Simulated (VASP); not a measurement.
Here is the system:

```xyz
5
Lattice="3.8354 0.0000 0.0000 0.0000 3.8354 0.0000 0.0000 0.0000 3.8354" Properties=species:S:1:pos:R:3 pbc="T T T"
Sr     0.0000     0.0000     0.0000
V      1.9177     1.9177     1.9177
O      1.9177     0.0000     1.9177
O      0.0000     1.9177     1.9177
O      1.9177     1.9177     0.0000
```

These are optB86b-vdW, VASP's PBE PAW potentials (set 64) (plane waves; VASP) values and carry that method's errors. Run with 520 eV cut-off, 9×9×9 Γ-centred mesh, tetrahedra with Blöchl corrections, potentials Sr_sv V_sv O.

**Question.** Tabulate the total density of states (states/eV per cell) against energy (eV; zero at the valence-band maximum or, without a gap, the Fermi level).

**Answer.** 
```
E (eV) | DOS (states/eV)
    -9.96 |  0.00
    -9.84 |  0.00
    -9.62 |  0.00
    -9.50 |  0.00
    -9.27 |  0.00
    -9.16 |  0.00
    -8.93 |  0.00
    -8.82 |  0.00
    -8.59 |  0.00
    -8.48 |  0.00
    -8.25 |  0.00
    -8.13 |  0.00
    -7.91 |  0.00
    -7.79 |  0.00
    -7.57 |  0.00
    -7.45 |  0.00
    -7.22 |  0.05
    -7.11 | # 0.35
    -6.88 | ########## 2.64
    -6.77 | ################## 4.79
    -6.54 | ############# 3.58
    -6.43 | ############### 3.91
    -6.20 | ################ 4.37
    -6.08 | ################ 4.12
    -5.86 | ############### 4.06
    -5.74 | ################# 4.42
    -5.51 | ###################### 5.98
    -5.40 | ############################## 7.98
    -5.17 | ################### 4.95
    -5.06 | ############ 3.18
    -4.83 | ######### 2.36
    -4.72 | ######## 2.15
    -4.49 | ####### 1.79
    -4.38 | ####### 1.83
    -4.15 | ########## 2.72
    -4.03 | ############ 3.10
    -3.81 | ###### 1.64
    -3.69 | ######### 2.39
    -3.46 | ##################### 5.66
    -3.35 | ##################### 5.57
    -3.12 | ################### 5.10
    -3.01 | ##################### 5.62
    -2.78 | ############## 3.71
    -2.67 | ########## 2.64
    -2.44 | ######## 2.18
    -2.33 | ######## 2.09
    -2.10 | # 0.29
    -1.98 |  0.04
    -1.76 |  0.00
    -1.64 |  0.00
    -1.42 |  0.00
    -1.30 |  0.00
    -1.07 |  0.00
    -0.96 |  0.10
    -0.73 | ### 0.73
    -0.62 | #### 1.11
    -0.39 | #### 1.12
    -0.28 | ##### 1.27
    -0.05 | ###### 1.71
     0.07 | ####### 1.94
     0.29 | ######## 2.24
     0.41 | ######### 2.46
     0.64 | ############### 4.07
     0.75 | ################## 4.77
     0.98 | ######################## 6.32
     1.09 | ############### 4.04
     1.32 | ######## 2.03
     1.43 | #### 1.15
     1.66 | ### 0.85
     1.77 | ### 0.93
     2.00 | #### 0.99
     2.12 | #### 1.09
     2.34 | ##### 1.27
     2.46 | #### 1.05
     2.69 | ### 0.71
     2.80 | ## 0.60
     3.03 | ## 0.51
     3.14 | ## 0.47
     3.37 | ## 0.42
     3.48 | # 0.39
```
Within 2 eV below the Fermi level the largest weight inside VASP's projection spheres is V d.

The compound is SrVO3 in the cubic perovskite structure. It was relaxed first. The run is not spin-polarised, so no magnetic state was tried. The electron count is odd and the run is not spin-polarised, which forces a metal.
